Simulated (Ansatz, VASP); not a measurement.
## Cross-check of Pt (linear Pt chain) between VASP and Ansatz

One calculation is typed for both programs; each brings its own data sets. How far apart do they land? The structure shown is the end of the Ansatz relaxation below.

Main program and level: Ansatz 0.2.0; plane waves, with VASP 6.6.1 beside it; PBE, RPBE and r2SCAN.

**1. The structure**

The cell holds 1 atom: 1 Pt. Cell: a = 7.500 Å, b = 7.500 Å, c = 2.352 Å, α = 90.0°, β = 90.0°, γ = 90.0°. Vacuum lies along a and b. The structure's axis is c.

**2. Ansatz: relaxation, PBE**

Ansatz runs on its default PAW (the set named soft_2) files.

This run makes the geometry at which the two programs are then compared.

The input, input.yaml:

```yaml
crystal:
  lattice:
    - [7.5, 0.0, 0.0]
    - [0.0, 7.5, 0.0]
    - [0.0, 0.0, 2.5296]
  atoms:
    - { symbol: Pt, position: [0.5, 0.5, 0.0] }
kpoints:
  mp_grid: { grid: [1, 1, 32] }
scf:
  occupations: { method: fermi_dirac, width: 0.05 }
hamiltonian:
  xc: pbe
relax:
  cell: { fix: [a, b, alpha, beta, gamma] }
  max_steps: 60
```

The run is started by

```sh
> ansatz run input.yaml --threads 4 --pin off --max-ram 8192MiB --backend cpu --events-out ev --progress --plain --runs-dir out
```

Numbers of over 12 decimals in the logs are rounded to 6 here.

Log:

```text
Engine: ansatz 0.2.0, aarch64-unknown-linux-gnu
Pseudopotentials: kind: paw
Pseudopotential: Pt, paw, valence charge 18, recommended cutoff 420 eV (normal), Pt.paw.azcp
Functional definition: PBE
  parameter kappa = 0.804
  parameter beta = 0.066725
  exchange = pbe_x(kappa = kappa, mu = beta*pi^2/3)
  correlation = pbe_c(beta = beta)
Crystal: 1 atoms, lattice volume = 142.290 Å³
Basis set: ecut = 420 eV, 2777 PW (Γ), exchange–correlation on 108×108×36 points (8 copies of the dense FFT grid, shifted against one another)
Bands: 13, of which v1, the nominal top of the filled ones, is band 9 counted from 1 (8 counted from 0)
Symmetry: 16 space group operations
Space group: P4/mmm (ITA 123), of the structure as read, at distance tolerance 5.2e-5 Å
k-points: 17 of 32
Non-local potential: Pt, projectors of the file, l = 0: 3, l = 1: 2, l = 2: 2, l = 3: 1
PAW form: soft (Blöchl's): semilocal exchange-correlation on the pseudo side does not see the compensation charge
PAW one-centre angular grid: Pt, 590 points (default); XC on 64 Gauss nodes
Initial density: superposition of atomic densities (neutral atoms: chi_scale 0, normalization atom), corrected by the library's trained network
Initial wavefunctions: pseudopotential atomic-orbital guess
Functional: x = pbe(κ = 0.804, μ = 0.219515), c = pbe(β = 0.066725)
SCF iter   1: F=—  HF=-12520.218183 eV  |F-HF|=—  |Δ(HF+E_count)|=         —  Δρ=5.17e-3  dr2=1.38e-2  ethr=1.77e-3  ⟨swp⟩=5.7  Hψ=1222  notcnv=0
preconditioner: auto → LDOS  [metal: Δε(μ)=0.048 eV  Ē_g=6.901 eV  σ=0.050 eV  W_gap=0.24  n_scr=20 (ndim 8)  ℏωp=9.8 eV  f_vac=0.710  D(μ)=2.67/eV (n_scr^D=12)  β→1.0]
SCF iter   2: F=—  HF=-12520.213453 eV  |F-HF|=—  |Δ(HF+E_count)|=   4.73e-3  Δρ=1.12e-3  dr2=4.29e-4  ethr=7.64e-5  ⟨swp⟩=2.8  Hψ=552  notcnv=0
SCF iter   3: F=—  HF=-12520.213620 eV  |F-HF|=—  |Δ(HF+E_count)|=   1.67e-4  Δρ=1.54e-4  dr2=6.58e-5  ethr=2.38e-6  ⟨swp⟩=2.5  Hψ=402  notcnv=0
SCF iter   4: F=—  HF=-12520.213626 eV  |F-HF|=—  |Δ(HF+E_count)|=   5.15e-6  Δρ=9.17e-5  dr2=6.23e-6  ethr=3.65e-7  ⟨swp⟩=2.2  Hψ=298  notcnv=0
SCF iter   5: F=—  HF=-12520.213626 eV  |F-HF|=—  |Δ(HF+E_count)|=   1.48e-7  Δρ=2.28e-5  dr2=9.35e-7  ethr=3.46e-8  ⟨swp⟩=2.0  Hψ=357  notcnv=0
SCF iter   6: F=-12520.213626 eV  HF=-12520.213626 eV  |F-HF|=2.73e-10  |Δ(HF+E_count)|=   1.58e-7  Δρ=2.82e-6  dr2=1.20e-8  ethr=5.56e-10  ⟨swp⟩=2.9  Hψ=873  notcnv=0
SCF 1 converged in 6 iterations: F = -12520.213626 eV  dr2 = 1.20e-8
  greatest PAW one-centre occupation: 1.000 electrons in one spin orbital (limit 2), on the Pt atom at site 0 (counted from 0), in its partial waves of l = 0
relax step   1: F+E_penalty+E_count = -12520.21362559 eV  Δ(F+E_penalty+E_count) = +0.000e0 eV  max|allowed force component| = 0.000e0 eV/Å  Δτ_max = 0.0000 Å  P = -1.938 GPa  Ω = 142.290 Å³  fix = [a, b, alpha, beta, gamma]  reactions: a -0.103, b -0.103 GPa  (6 SCF iters, dr2 threshold 1.00e-7 eV, accepted)
[...]
relax step   2: F+E_penalty+E_count = -12520.39697295 eV  Δ(F+E_penalty+E_count) = -1.833e-1 eV  max|allowed force component| = 0.000e0 eV/Å  Δτ_max = 0.0000 Å  P = -0.872 GPa  Ω = 135.353 Å³  energy of the carried Pulay correction = +8.083e-4 eV  fix = [a, b, alpha, beta, gamma]  reactions: a -0.104, b -0.104 GPa  (6 SCF iters, dr2 threshold 1.00e-7 eV, accepted)
[...]
relax step   3: F+E_penalty+E_count = -12520.40922685 eV  Δ(F+E_penalty+E_count) = -1.225e-2 eV  max|allowed force component| = 0.000e0 eV/Å  Δτ_max = 0.0000 Å  P = +0.614 GPa  Ω = 130.138 Å³  energy of the carried Pulay correction = +1.420e-3 eV  fix = [a, b, alpha, beta, gamma]  reactions: a -0.103, b -0.103 GPa  (5 SCF iters, dr2 threshold 1.00e-7 eV, accepted)
[...]
relax step   4: F+E_penalty+E_count = -12520.42194184 eV  Δ(F+E_penalty+E_count) = -1.271e-2 eV  max|allowed force component| = 0.000e0 eV/Å  Δτ_max = 0.0000 Å  P = -0.081 GPa  Ω = 132.273 Å³  energy of the carried Pulay correction = +1.169e-3 eV  fix = [a, b, alpha, beta, gamma]  reactions: a -0.104, b -0.104 GPa  (4 SCF iters, dr2 threshold 1.00e-7 eV, accepted)
[...]
relax step   5: F+E_penalty+E_count = -12520.42065868 eV  Δ(F+E_penalty+E_count) = +1.283e-3 eV  max|allowed force component| = 0.000e0 eV/Å  Δτ_max = 0.0000 Å  P = -0.081 GPa  Ω = 132.273 Å³  fix = [a, b, alpha, beta, gamma]  reactions: a -0.102, b -0.102 GPa  stress off target by 3.75e-2 GPa on what of the cell is left free  SCF on the basis re-selected at this cell (its energy is not comparable with the rows above)  (6 SCF iters)
basis re-selected at this cell: Δ(F+E_penalty+E_count) = +1.283e-3 eV, ΔP = +0.001 GPa vs the last step (what re-selecting the basis moved, of the pressure what is left beyond the Pulay correction that the steps carried, after the strain that the cell walked since its last selection, with what the two solves' SCF thresholds leave and, on support functions, any second-order correction that the steps lacked; it is no measure of the basis error at this ecutwfc). The dense FFT grid was sized anew with the basis: this SCF ran on 54×54×16 points, the steps before it on 54×54×18, so part of this shift can come from that change (see relax.cell in the input reference). [rest of the remark cut]
SCF converged after 6 iterations
Free energy (F): -12520.420659 eV
Harris-Foulkes:  -12520.420659 eV  (|F-HF|=1.82e-12)
Internal energy: -12520.408357 eV  (E = F + TS)
E sigma→0 (E₀):  -12520.414508 eV
Entropy (-TS):   -0.012301 eV (-12.301 meV/atom)
Fermi energy:    -2.799113 eV
--- Per-component energies (eV) ---
  E_band       = -575.901409
  E_kinetic    = 636.562125
  E_local      = -5406.789885  (includes V_loc(G=0)·N_el)
  E_nonlocal   = 201.842067
  E_hartree    = 2291.275704
  E_xc         = -259.005865
  E_vxc        = -298.766179  (∫ρ·V_xc dr)
  E_paw        = -9455.307257  (= ΣΔE_a)
  E_vpaw       = -291.301168  (= ΣTr[D̂ρ^β])
  E_aug_tail   = 0.000199  (compensation charges beyond the density's cutoff)
  E_ewald      = -528.985444
  E_smearing   = -0.012301  (= −TS)
  E_closure    = 0.000000  (closes the sum)
  Σ components = -12520.420659   (vs F -12520.420659, Δ=0.00e0)
--- Forces (eV/Å), atoms counted from 1 ---
  atom   1  Pt    -0.00000000     0.00000000     0.00000000
  max |Σ_I F_I| component: 1.01e-27 eV/Å
--- Stress (GPa, compression-positive) ---
       -0.102381       0.000000       0.000000
        0.000000      -0.102381       0.000000
        0.000000       0.000000      -0.037485
  P = ⅓ Tr σ = -0.0807 GPa (-0.807 kbar)
--- Relaxed structure (4 steps of the walk, 4 accepted, 1 SCFs on fresh bases) ---
  F+E_penalty+E_count = -12520.42065868 eV   max|allowed force component| = 0.000e0 eV/Å   (the final SCF, on the basis selected at the relaxed cell)
  cell:  # Å, volume = 132.2727 Å³
    - [7.5, 0.0, 0.0]
    - [0.0, 7.5, 0.0]
    - [0.0, 0.0, 2.351515]
  atoms:
    - { symbol: Pt, position: [0.500000, 0.500000, 0.0] }
```

**3. VASP: single point, PBE**

The same cell, functional, mesh and smearing now go to VASP, with its own data sets.

Lines of VASP's logs that name or quote its potential files are left out, and so is its time.

The input, INCAR:

```
SYSTEM = Pt
PREC = Accurate
ENCUT = 500
EDIFF = 1E-06
NELM = 120
ISMEAR = -1
SIGMA = 0.05
LREAL = .FALSE.
ALGO = Normal
GGA = PE
NBANDS = 11
LASPH = .TRUE.
LORBIT = 11
LWAVE = .FALSE.
LCHARG = .FALSE.
ISIF = 2
GGA_COMPAT = .FALSE.
KPAR = 2
```

The input, POSCAR:

```
Pt
1.0
    7.5000000000      0.0000000000      0.0000000000
    0.0000000000      7.5000000000      0.0000000000
    0.0000000000      0.0000000000      2.3515149157
Pt
1
Direct
    0.5000000000      0.5000000000      0.0000000000
```

The input, KPOINTS:

```
Automatic mesh
0
Gamma
1 1 32
0 0 0
```

Potentials, in the order of the species: Pt (PBE family, release 64).

The run is started by

```sh
> mpirun -np 2 vasp_std
```

Log:

```text
[banner, memory and clock lines left out]
running    2 mpi-ranks, on    1 nodes
 distrk:  each k-point on    1 cores,    2 groups
 distr:  one band on    1 cores,    1 groups

 POSCAR found type information on POSCAR Pt
 POSCAR found :  1 types and       1 ions
 LDA part: xc-table for (Slater+PW92), standard interpolation
 POSCAR, INCAR and KPOINTS ok, starting setup
 FFT: planning ... GRIDC
 FFT: planning ... GRID_SOFT
 FFT: planning ... GRID
 WAVECAR not read
 entering main loop
       N       E                     dE             d eps       ncg     rms          rms(c)
DAV:   1     0.532714454572E+02    0.53271E+02   -0.31827E+03   374   0.614E+02
DAV:   2    -0.688928777954E+00   -0.53960E+02   -0.47533E+02   548   0.104E+02
DAV:   3    -0.380196052443E+01   -0.31130E+01   -0.29687E+01   428   0.291E+01
DAV:   4    -0.382535103032E+01   -0.23391E-01   -0.23388E-01   424   0.294E+00
DAV:   5    -0.382575583544E+01   -0.40481E-03   -0.40480E-03   477   0.443E-01    0.633E+00
DAV:   6    -0.353193798242E+01    0.29382E+00   -0.10174E+00   394   0.623E+00    0.403E+00
DAV:   7    -0.350433410413E+01    0.27604E-01   -0.30908E-02   409   0.926E-01    0.203E+00
DAV:   8    -0.349887762062E+01    0.54565E-02   -0.77227E-03   380   0.551E-01    0.137E-01
DAV:   9    -0.349875639465E+01    0.12123E-03   -0.79417E-04   394   0.146E-01    0.369E-02
DAV:  10    -0.349878746785E+01   -0.31073E-04   -0.36024E-05   383   0.424E-02    0.707E-03
DAV:  11    -0.349881439927E+01   -0.26931E-04   -0.31381E-06   385   0.803E-03    0.345E-03
DAV:  12    -0.349885431853E+01   -0.39919E-04   -0.61957E-06   382   0.904E-03    0.132E-03
DAV:  13    -0.349887313578E+01   -0.18817E-04   -0.49875E-06   374   0.513E-03    0.127E-03
DAV:  14    -0.349887342405E+01   -0.28827E-06   -0.12769E-07   424   0.185E-03
   1 F= -.34988734E+01 E0= -.34926803E+01  d E =-.123863E-01
```

Parts of OUTCAR (step 3):

```text
ion  position               nearest neighbor table
   1  0.500  0.500  0.000-

  LATTYP: Found a simple tetragonal cell.
 ALAT       =     7.5000000000
 C/A-ratio  =     0.3135353221

 Subroutine GETGRP returns: Found 16 space group operations
 (whereof 16 operations were pure point group operations)

The static configuration has the point symmetry D_4h.

 Found     17 irreducible k-points:

   k-points           NKPTS =     17   k-points in BZ     NKDIM =     17   number of bands    NBANDS=     11

   dimension x,y,z NGX =    56 NGY =   56 NGZ =   18
   dimension x,y,z NGXF=   112 NGYF=  112 NGZF=   36

   ENCUT  =  500.0 eV  36.75 Ry    6.06 a.u.  13.67 13.67  4.29*2*pi/ulx,y,z

   NELECT =      10.0000    total number of electrons

 k-points in reciprocal lattice and weights: Automatic mesh
   0.00000000  0.00000000  0.00000000       0.031
   0.00000000  0.00000000  0.03125000       0.062
   0.00000000  0.00000000  0.06250000       0.062
   0.00000000  0.00000000  0.09375000       0.062
   0.00000000  0.00000000  0.12500000       0.062
   0.00000000  0.00000000  0.15625000       0.062
   0.00000000  0.00000000  0.18750000       0.062
   0.00000000  0.00000000  0.21875000       0.062
   0.00000000  0.00000000  0.25000000       0.062
[...]
0.00000000  0.00000000  0.46875000       0.062
   0.00000000  0.00000000  0.50000000       0.031

 average (electrostatic) potential at core
       1 -77.3394

 E-fermi :  -4.2204

 k-point     1 :       0.0000    0.0000    0.0000
  band No.  band energies     occupation
      1     -11.1924      2.00000
      2      -5.9866      2.00000
      3      -5.7758      2.00000
      4      -5.7712      2.00000
      5      -3.3483      0.00000
      6      -3.3483      0.00000
      7      -0.6127      0.00000
      8      -0.6127      0.00000
      9       1.3780      0.00000
    ...

 k-point     2 :       0.0000    0.0000    0.0312
  band No.  band energies     occupation
      1     -11.1237      2.00000
      2      -5.9676      2.00000
      3      -5.7660      2.00000
      4      -5.7615      2.00000
      5      -3.4571      0.00000
      6      -3.4571      0.00000
      7      -0.5239      0.00000
      8      -0.5239      0.00000
      9       1.4035      0.00000
    ...

 k-point     3 :       0.0000    0.0000    0.0625
  band No.  band energies     occupation
      1     -10.9184      2.00000
      2      -5.9109      2.00000
      3      -5.7368      2.00000
      4      -5.7324      2.00000
      5      -3.7469      0.00015
      6      -3.7469      0.00015
      7      -0.2905      0.00000
      8      -0.2905      0.00000
      9       1.4802      0.00000
    ...

  Total       -0.0949951     -0.0949951     -0.1569077      0.0000000      0.0000000     -0.0000000
  in kB       -1.1506456     -1.1506456     -1.9005736      0.0000000      0.0000000     -0.0000000
  external PRESSURE =      -1.4006216 kB  Pullay stress =       0.0000000 kB

  energy-cutoff  :      500.00
  volume of cell :      132.27
      direct lattice vectors                 reciprocal lattice vectors
     7.500000000  0.000000000  0.000000000     0.133333333  0.000000000  0.000000000
     0.000000000  7.500000000  0.000000000     0.000000000  0.133333333  0.000000000
     0.000000000  0.000000000  2.351514916     0.000000000  0.000000000  0.425257775

 POSITION                                       TOTAL-FORCE (eV/Angst)
 -----------------------------------------------------------------------------------
      3.75000      3.75000      0.00000         0.000000      0.000000      0.000000
 -----------------------------------------------------------------------------------
    total drift:                                0.000000      0.000000      0.000000

  FREE ENERGIE OF THE ION-ELECTRON SYSTEM (eV)
  ---------------------------------------------------
  free  energy   TOTEN  =        -3.4988734240 eV

  energy  without entropy=       -3.4864871557  energy(sigma->0) =       -3.49268029

 total charge
# of ion       s       p       d       tot
------------------------------------------
    1        0.772   0.250   8.045   9.068

[... 3 further parts left out ...]
```

**4. Comparison**

Known differences besides the potentials themselves: the data sets hold 18 valence electrons in Ansatz (on its default PAW (the set named soft_2) files) and 10 in VASP; the cutoff is 420 eV in Ansatz and 500 eV in VASP; Ansatz's pressure holds a Pulay correction, VASP's none. Total energies have different zeros and are not compared.

Both answers:

| quantity | Ansatz | VASP | difference |
| --- | --- | --- | --- |
| pressure (GPa) | -0.08 | -0.14 | +0.06 |

**5. Ansatz: relaxation, RPBE**

This run makes the geometry at which the two programs are then compared. The cell compared in this pair holds 133.17 Å³, against 132.27 Å³ for the pair before.

The structure compared here is the end of the Ansatz relaxation.

input.yaml, the sections that differ from step 2:

```yaml
crystal:
  lattice:
    - [7.5, 0.0, 0.0]
    - [0.0, 7.5, 0.0]
    - [0.0, 0.0, 2.5296]
  atoms:
    - { symbol: Pt, position: [0.5, 0.5, 0.0], spin: 0.6 }
magnetization:
  spin_polarized: true
hamiltonian:
  xc: rpbe
# kpoints, scf, relax: as in step 2
```

The run is started by

```sh
> ansatz run input.yaml --threads 4 --pin off --max-ram 8192MiB --backend cpu --events-out ev --progress --plain --runs-dir out
```

Log:

```text
[...]
Crystal: 1 atoms, lattice volume = 142.290 Å³
Basis set: ecut = 420 eV, 2777 PW (Γ), exchange–correlation on 108×108×36 points (8 copies of the dense FFT grid, shifted against one another)
Bands: 14, of which v1, the nominal top of the filled ones, is band 9 counted from 1 (8 counted from 0)
Symmetry: 16 space group operations
[...]
-0.113182       0.000000       0.000000
        0.000000      -0.113182       0.000000
        0.000000       0.000000      -0.002753
  P = ⅓ Tr σ = -0.0764 GPa (-0.764 kbar)
--- Relaxed structure (5 steps of the walk, 5 accepted, 1 SCFs on fresh bases) ---
[...]
cell:  # Å, volume = 133.1694 Å³
    - [7.5, 0.0, 0.0]
    - [0.0, 7.5, 0.0]
    - [0.0, 0.0, 2.367457]
  atoms:
    - { symbol: Pt, position: [0.5, 0.5, 0.0] }
[key lines of the parts left out:]
SCF converged after 7 iterations
Magnetization: 0.0000 μB (9.0000 up, 9.0000 down)
Free energy (F): -12534.537439 eV
Fermi energy:    -2.738840 eV
```

**6. VASP: single point, RPBE**

The same cell, functional, mesh and smearing now go to VASP, with its own data sets.

INCAR, as its differences from that of step 3:

```diff
@@ -4,3 +4,3 @@
 EDIFF = 1E-06
-NELM = 120
+NELM = 200
 ISMEAR = -1
@@ -9,5 +9,8 @@
 ALGO = Normal
-GGA = PE
+GGA = RP
 NBANDS = 11
+ISPIN = 2
+MAGMOM = 0
 LASPH = .TRUE.
+LMAXMIX = 4
 LORBIT = 11
```

POSCAR, as its differences from that of step 3:

```diff
@@ -4,3 +4,3 @@
     0.0000000000      7.5000000000      0.0000000000
-    0.0000000000      0.0000000000      2.3515149157
+    0.0000000000      0.0000000000      2.3674568528
 Pt
```

KPOINTS is that of step 3.

The run is started by

```sh
> mpirun -np 2 vasp_std
```

Log:

```text
[banner, memory and clock lines left out]
running    2 mpi-ranks, on    1 nodes
[...]
|                                                                             |
|               ----> ADVICE to this user running VASP <----                  |
|                                                                             |
|     You enforced a specific xc type in the INCAR file but a different       |
|     [... a line on the potential file left out ...]
|     I HOPE YOU KNOW WHAT YOU ARE DOING!                                     |
|                                                                             |

 LDA part: xc-table for (Slater+PW92), standard interpolation
 POSCAR, INCAR and KPOINTS ok, starting setup
[...]
entering main loop
       N       E                     dE             d eps       ncg     rms          rms(c)
DAV:   1     0.542103634398E+02    0.54210E+02   -0.32437E+03   748   0.627E+02
DAV:   2    -0.428446155086E+00   -0.54639E+02   -0.48976E+02  1166   0.102E+02
DAV:   3    -0.346882516481E+01   -0.30404E+01   -0.29501E+01   874   0.298E+01
DAV:   4    -0.349007860369E+01   -0.21253E-01   -0.21239E-01   843   0.278E+00
[...]
DAV:  14    -0.320512860005E+01   -0.16647E-04   -0.52107E-06   764   0.124E-02    0.863E-04
DAV:  15    -0.320513019809E+01   -0.15980E-05   -0.34023E-06   763   0.145E-02    0.331E-04
DAV:  16    -0.320513007816E+01    0.11993E-06   -0.14892E-06   790   0.102E-02
   1 F= -.32051301E+01 E0= -.31984963E+01  d E =-.132675E-01  mag=     0.0000
```

[end of part 1 of 2]

[Lines on the potential files, build, host, timing and source positions are cut from VASP's logs without a mark.]

[Logs are printed without paths, hosts, clocks, repeated set-up lines and the standing remarks that a program may print on its own settings, such as how far it seeks lower states.]

[Hosts, paths, dates, database ids (printed as entryN), source tags and the programs' standing remarks are cut or masked in the printed files.]
